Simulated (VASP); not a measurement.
# KNi2S2: hyperfine terms and field gradients, part 4 of 4

Aim: the hyperfine contact terms and the field gradients at the nuclei of KNi2S2, by functional. The start is a cell from a database of measured crystal structures.

VASP 6.6.1, plane waves and PAW; the level of theory is named at each step.

So far. Step 2 (Local probes at LDA): The largest gradient is -55.27 V/Å², at Ni1.

**3. Local probes at r2SCAN (continued)**

Level of this step: r2SCAN, DFT+U (Ni d 3 eV), spin-polarised from a ferromagnetic start; plane waves and PAW (Ni, K_sv, S) (VASP).

From OUTCAR (step 3):

```text
The static configuration has the point symmetry D_4h.

 Found    102 irreducible k-points:

   NELECT =      41.0000    total number of electrons

atom =   1  type =  1  l = 2

 onsite density matrix

spin component  1

  0.9617  0.0000 -0.0000 -0.0000  0.0000
  0.0000  0.9623 -0.0000 -0.0000 -0.0000
 -0.0000 -0.0000  0.9545  0.0000 -0.0000
 -0.0000 -0.0000  0.0000  0.9623  0.0000
  0.0000 -0.0000 -0.0000  0.0000  0.9624

spin component  2

  0.3514 -0.0000  0.0000  0.0000 -0.0000
 -0.0000  0.7605  0.0000 -0.0000  0.0000
  0.0000  0.0000  0.8557 -0.0000  0.0000
  0.0000 -0.0000 -0.0000  0.7605 -0.0000
 -0.0000  0.0000  0.0000 -0.0000  0.8986

 occupancies and eigenvectors

  o =  0.3514  v =  0.0000  0.0000  0.0000  0.0000  0.0000  1.0000  0.0000  0.0000  0.0000  0.0000      0.0000  0.0000  0.0000  0.0000  0.0000  0.0000  0.0000  0.0000  0.0000  0.0000
  o =  0.7605  v =  0.0000  0.0000  0.0000  0.0000  0.0000  0.0000 -0.9836  0.0000  0.1803  0.0000      0.0000  0.0000  0.0000  0.0000  0.0000  0.0000  0.0000  0.0000  0.0000  0.0000
  o =  0.7605  v =  0.0000  0.0000  0.0000  0.0000  0.0000  0.0000 -0.1803  0.0000 -0.9836  0.0000      0.0000  0.0000  0.0000  0.0000  0.0000  0.0000  0.0000  0.0000  0.0000  0.0000
  o =  0.8557  v =  0.0000  0.0000  0.0000  0.0000  0.0000  0.0000  0.0000  1.0000  0.0000 -0.0000      0.0000  0.0000  0.0000  0.0000  0.0000  0.0000  0.0000  0.0000  0.0000  0.0000
  o =  0.8986  v =  0.0000  0.0000  0.0000  0.0000  0.0000  0.0000  0.0000  0.0000  0.0000  1.0000      0.0000  0.0000  0.0000  0.0000  0.0000  0.0000  0.0000  0.0000  0.0000  0.0000
  o =  0.9545  v =  0.0000  0.0000  1.0000 -0.0000  0.0000  0.0000  0.0000  0.0000  0.0000  0.0000      0.0000  0.0000  0.0000  0.0000  0.0000  0.0000  0.0000  0.0000  0.0000  0.0000
  o =  0.9617  v =  1.0000  0.0000  0.0000  0.0000  0.0000  0.0000  0.0000  0.0000  0.0000  0.0000      0.0000  0.0000  0.0000  0.0000  0.0000  0.0000  0.0000  0.0000  0.0000  0.0000
  o =  0.9623  v =  0.0000  0.0997  0.0000  0.9950 -0.0000  0.0000  0.0000  0.0000  0.0000  0.0000      0.0000  0.0000  0.0000  0.0000  0.0000  0.0000  0.0000  0.0000  0.0000  0.0000
  o =  0.9623  v =  0.0000  0.9950 -0.0000 -0.0997 -0.0000  0.0000  0.0000  0.0000  0.0000  0.0000      0.0000  0.0000  0.0000  0.0000  0.0000  0.0000  0.0000  0.0000  0.0000  0.0000
  o =  0.9624  v =  0.0000 -0.0000  0.0000 -0.0000 -1.0000  0.0000  0.0000  0.0000  0.0000  0.0000      0.0000  0.0000  0.0000  0.0000  0.0000  0.0000  0.0000  0.0000  0.0000  0.0000

atom =   2  type =  1  l = 2

 onsite density matrix

spin component  1

  0.9617  0.0000 -0.0000 -0.0000 -0.0000
  0.0000  0.9623  0.0000 -0.0000 -0.0000
 -0.0000  0.0000  0.9545  0.0000  0.0000
 -0.0000 -0.0000  0.0000  0.9623  0.0000
 -0.0000 -0.0000  0.0000  0.0000  0.9624

spin component  2

  0.3514 -0.0000  0.0000  0.0000  0.0000
 -0.0000  0.7605 -0.0000 -0.0000  0.0000
  0.0000 -0.0000  0.8557 -0.0000 -0.0000
  0.0000 -0.0000 -0.0000  0.7605 -0.0000
  0.0000  0.0000 -0.0000 -0.0000  0.8986

 occupancies and eigenvectors

  o =  0.3514  v =  0.0000  0.0000  0.0000  0.0000  0.0000  1.0000  0.0000  0.0000  0.0000  0.0000      0.0000  0.0000  0.0000  0.0000  0.0000  0.0000  0.0000  0.0000  0.0000  0.0000
  o =  0.7605  v =  0.0000  0.0000  0.0000  0.0000  0.0000  0.0000  0.9630 -0.0000 -0.2696 -0.0000      0.0000  0.0000  0.0000  0.0000  0.0000  0.0000  0.0000  0.0000  0.0000  0.0000
  o =  0.7605  v =  0.0000  0.0000  0.0000  0.0000  0.0000  0.0000  0.2696 -0.0000  0.9630  0.0000      0.0000  0.0000  0.0000  0.0000  0.0000  0.0000  0.0000  0.0000  0.0000  0.0000
  o =  0.8557  v =  0.0000  0.0000  0.0000  0.0000  0.0000  0.0000  0.0000  1.0000  0.0000  0.0000      0.0000  0.0000  0.0000  0.0000  0.0000  0.0000  0.0000  0.0000  0.0000  0.0000
  o =  0.8986  v =  0.0000  0.0000  0.0000  0.0000  0.0000  0.0000 -0.0000  0.0000  0.0000 -1.0000      0.0000  0.0000  0.0000  0.0000  0.0000  0.0000  0.0000  0.0000  0.0000  0.0000
  o =  0.9545  v =  0.0000  0.0000 -1.0000 -0.0000  0.0000  0.0000  0.0000  0.0000  0.0000  0.0000      0.0000  0.0000  0.0000  0.0000  0.0000  0.0000  0.0000  0.0000  0.0000  0.0000
  o =  0.9617  v =  1.0000  0.0000  0.0000  0.0000  0.0000  0.0000  0.0000  0.0000  0.0000  0.0000      0.0000  0.0000  0.0000  0.0000  0.0000  0.0000  0.0000  0.0000  0.0000  0.0000
  o =  0.9623  v =  0.0000 -0.1765 -0.0000  0.9843 -0.0000  0.0000  0.0000  0.0000  0.0000  0.0000      0.0000  0.0000  0.0000  0.0000  0.0000  0.0000  0.0000  0.0000  0.0000  0.0000
  o =  0.9623  v =  0.0000 -0.9843 -0.0000 -0.1765 -0.0000  0.0000  0.0000  0.0000  0.0000  0.0000      0.0000  0.0000  0.0000  0.0000  0.0000  0.0000  0.0000  0.0000  0.0000  0.0000
  o =  0.9624  v =  0.0000  0.0000 -0.0000 -0.0000 -1.0000  0.0000  0.0000  0.0000  0.0000  0.0000      0.0000  0.0000  0.0000  0.0000  0.0000  0.0000  0.0000  0.0000  0.0000  0.0000

 E-fermi :   4.3812

 spin component 1
 k-point     1 :       0.0000    0.0000    0.0000
  band No.  band energies     occupation
    ...
     18       2.4685      1.00000
     19       2.4686      1.00000
     20       4.1975      0.97528
     21       4.2588      0.92041
     22       4.2589      0.92035
     23       7.0640      0.00000
     24       8.6140      0.00000
     25       8.8979      0.00000
     26       9.6925      0.00000
     27      10.7027      0.00000
    ...

 k-point     2 :       0.1000   -0.0000    0.0000
  band No.  band energies     occupation
    ...
     18       2.2748      1.00000
     19       2.5657      1.00000
     20       3.9724      0.99972
     21       4.1539      0.98950
     22       4.2306      0.95310
     23       7.3915      0.00000
     24       8.8635      0.00000
     25       9.0516      0.00000
     26       9.9400      0.00000
     27      10.8004      0.00000
    ...

 k-point     3 :       0.2000   -0.0000    0.0000
  band No.  band energies     occupation
    ...
     18       1.9462      1.00000
     19       2.8109      1.00000
     20       3.5035      1.00000
     21       4.0194      0.99928
     22       4.1528      0.98973
     23       7.9894      0.00000
     24       9.1551      0.00000
     25       9.5818      0.00000
     26      10.1919      0.00000
     27      11.2164      0.00000
    ...

 k-point     4 :       0.3000   -0.0000    0.0000
  band No.  band energies     occupation
    ...
     18       1.7281      1.00000
     19       3.1199      1.00000
     20       3.2303      1.00000
     21       3.8304      0.99998
     22       4.0396      0.99892
     23       8.4787      0.00000
     24       9.2443      0.00000
     25       9.4420      0.00000
     26      10.7914      0.00000
     27      11.5342      0.00000
    ...

  Total       -2.2067053     -2.2067053     -2.8599152      0.0000000     -0.0000000      0.0000000
  in kB      -38.3516940    -38.3516940    -49.7042318      0.0000000     -0.0000000      0.0000000
  external PRESSURE =     -42.1358733 kB  Pullay stress =       0.0000000 kB

 POSITION                                       TOTAL-FORCE (eV/Angst)
 -----------------------------------------------------------------------------------
      1.89550      0.00000      3.20725         0.000000      0.000000     -0.000000
      0.00000      1.89550      3.20725         0.000000      0.000000     -0.000000
      0.00000      0.00000      0.00000         0.000000      0.000000     -0.000000
      0.00000      0.00000      8.21056        -0.000000     -0.000000      1.505878
      0.00000      0.00000      4.61844         0.000000      0.000000     -1.505878
 -----------------------------------------------------------------------------------
    total drift:                                0.000000     -0.000000      0.000000

  FREE ENERGIE OF THE ION-ELECTRON SYSTEM (eV)
  ---------------------------------------------------
  free  energy   TOTEN  =       -46.1370677289 eV

  energy  without entropy=      -46.1192655961  energy(sigma->0) =      -46.12816666

 Electric field gradients after diagonalization (V/A^2)
 (convention: |V_zz| > |V_xx| > |V_yy|)
----------------------------------------------------------------------
 ion       V_xx      V_yy      V_zz     asymmetry (V_yy - V_xx)/ V_zz
----------------------------------------------------------------------
   1      56.732    56.719  -113.451       0.000
   2      56.732    56.719  -113.451       0.000
   3       3.059     3.058    -6.117       0.000
   4       8.401     8.400   -16.801       0.000
   5       8.401     8.400   -16.801       0.000
----------------------------------------------------------------------

 Fermi contact (isotropic) hyperfine coupling parameter (MHz)
 -------------------------------------------------------------
  ion      A_pw      A_1PS     A_1AE     A_1c      A_tot
 -------------------------------------------------------------
   1      12.185    12.186    -2.235   -10.161    -2.235
   2      12.185    12.186    -2.235   -10.161    -2.235
   3       0.071     0.070     1.495    -0.012     1.495
   4      -0.339    -0.294     4.889    -0.600     4.844
   5      -0.339    -0.294     4.889    -0.600     4.844
 -------------------------------------------------------------

 Total hyperfine coupling parameters after diagonalization (MHz)
 (convention: |A_zz| > |A_xx| > |A_yy|)
 ----------------------------------------------------------------------
  ion      A_xx      A_yy      A_zz     asymmetry (A_yy - A_xx)/ A_zz
 ----------------------------------------------------------------------
   1       0.801     0.801    -8.307       0.000
   2       0.801     0.801    -8.307       0.000
   3       1.482     1.482     1.522      -0.000
   4       5.482     3.569     5.482      -0.349
   5       5.482     3.569     5.482      -0.349
 ---------------------------------------------------------------------

 total charge
# of ion       s       p       d       tot
------------------------------------------
    1        0.378   0.440   8.404   9.222
    2        0.378   0.440   8.404   9.222
    3        1.960   5.677   0.035   7.672
    4        1.315   2.384   0.000   3.699
    5        1.315   2.384   0.000   3.699
--------------------------------------------------
tot          5.347  11.325  16.843  33.515

 magnetization (x)
# of ion       s       p       d       tot
------------------------------------------
    1       -0.008  -0.009   1.179   1.162
    2       -0.008  -0.009   1.179   1.162
    3        0.001   0.003   0.002   0.007
    4        0.014   0.246   0.000   0.260
    5        0.014   0.246   0.000   0.260
--------------------------------------------------
tot          0.013   0.478   2.360   2.850

[... 8 parts as in an earlier step ...]

[... 9 further parts left out ...]
```

The PAW data sets were made with PBE, which is usual practice but a small mismatch for other functionals.

Numbers from this step:

```
free energy (TOTEN)                               : -46.14 eV
energy at zero smearing                           : -46.13 eV
Fermi energy                                      : 4.381 eV
pressure                                          : -4.214 GPa
moment of the cell, from the last line of the log : 2.981 μB
```

Spin moment in the PAW sphere by atom:

```csv
atom,spin moment in the PAW sphere (μB)
Ni1,1.16
Ni2,1.16
K3,0.01
S4,0.26
S5,0.26
```

For a gyromagnetic ratio of 1 MHz/T at every nucleus. The program has divided the terms by the spin of the whole cell, so they fall as a cell holds more magnetic ions. A_tot leaves out the core's term, which the program lists beside it. Hyperfine Fermi contact, by row:

```csv
atom,A_tot (MHz),core term A_1c (MHz),"contact term, their sum (MHz)"
Ni1,-2.235,-10.16,-12.4
Ni2,-2.235,-10.16,-12.4
K3,1.495,-0.012,1.483
S4,4.844,-0.6,4.244
S5,4.844,-0.6,4.244
```

Ordered as |Vzz| ≥ |Vxx| ≥ |Vyy|, the program's way. Electric field gradients, by row:

```csv
atom,Vxx (V/Å²),Vyy (V/Å²),Vzz (V/Å²),asymmetry
Ni1,56.73,56.72,-113.5,0
Ni2,56.73,56.72,-113.5,0
K3,3.059,3.058,-6.117,0
S4,8.401,8.4,-16.8,0
S5,8.401,8.4,-16.8,0
```

The largest gradient is -113.5 V/Å², at Ni1.

**4. Summary**

This step: electric field gradients, LDA, r2SCAN; plane waves and PAW (VASP 6.6.1).

Derived from the runs above.

Cost is wall time times ranks on a shared host. EFG, by row:

```csv
functional,Vzz Ni1 (V/Å²),Vzz Ni2 (V/Å²),Vzz K3 (V/Å²),Vzz S4 (V/Å²),Vzz S5 (V/Å²),cost (core minutes)
LDA,-55.27,-55.27,-7.375,-27.15,-27.15,10.4
r2SCAN,-113.5,-113.5,-6.117,-16.8,-16.8,45.61
```

**5. Outcome**

| Item | Value |
| --- | --- |
| LDA | largest \|Vzz\| 55.3 V/Å² |
| r2SCAN | largest \|Vzz\| 113 V/Å² |

The largest field gradient is that at Ni1, Vzz = -55.3 V/Å² at LDA, with an asymmetry of 0.00. On that site the functionals span -113 to -55.3 V/Å², at costs of 10 to 46 core minutes. The Hubbard term of the inputs acts at every level. The largest contact term, with the core's share, for a gyromagnetic ratio of 1 MHz/T and divided by the spin of the whole cell: -7.20 MHz on Ni1 at LDA and -12.4 MHz on Ni1 at r2SCAN. At magnetic ions the core's share is large and depends on the functional. The values belong to the ordered state computed here. For isotopes with a quadrupole moment, the coupling follows from Vzz times that moment. Kohn-Sham core levels are too shallow against measured binding energies; only differences between inequivalent sites of one element, where there are any, carry meaning. The given cell is kept, although it stands at -10.9 GPa at LDA and ENCUT = 400 eV, which holds the mismatch of the given cell with this functional, any error of the entry itself and any basis-set error. The atoms weren't relaxed and carry forces of up to 1.9 eV/Å at LDA, so the numbers belong to the given coordinates, and a relaxation would change them. So large a force or stress means that the given cell is far from the equilibrium of this level, whether by faulty coordinates, another magnetic state or phase, or the functional; the values can't be taken for those of the compound at rest. All of it rests on one ferromagnetic start, which may not be the order of the real compound, and on the typed U. Not tabulated here, as repeats of values shown or as unfit to read for their mesh, reference level or band range: hyperfine terms (local probes).

[Lines on the potential files, build, host, timing and source positions are cut from VASP's logs without a mark.]

[Logs are printed without paths, hosts, clocks, repeated set-up lines and the standing remarks that a program may print on its own settings, such as how far it seeks lower states.]

[Hosts, paths, dates, database ids (printed as entryN), source tags and the programs' standing remarks are cut or masked in the printed files.]
